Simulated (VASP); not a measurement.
Here is the system:

```yaml
crystal:
  lattice:
    - [-2.14602, 2.14602, 2.14602]
    - [2.14602, -2.14602, 2.14602]
    - [2.14602, 2.14602, -2.14602]
  atoms:
    - { symbol: Eu, position: [0.00000, 0.00000, 0.00000] }
```

All values below come from vdW-DF-cx, VASP's PBE PAW potentials (set 64) (plane waves; VASP). Settings: 520 eV cut-off, Gaussian smearing of 0.050 eV, potentials Eu_2.

The 4f electrons are frozen in the core of the lanthanide potential, so 4f levels, which can set the real gap, and their magnetism are missing.

Give the energies of bands 4 to 7 at the high-symmetry points, in eV from the Fermi level.

```
band      Γ      H      N     P
----  -----  -----  -----  ----
4     -3.92  -0.66  -1.21  0.77
5      2.71  -0.66   1.12  0.77
6      2.71   5.92   1.60  0.77
7      2.71   5.92   4.53  5.04
```

It has no gap at this level: it comes out as a metal or semimetal.

The compound is Eu in the bcc structure. It was relaxed first, which changed the volume by -18 %.
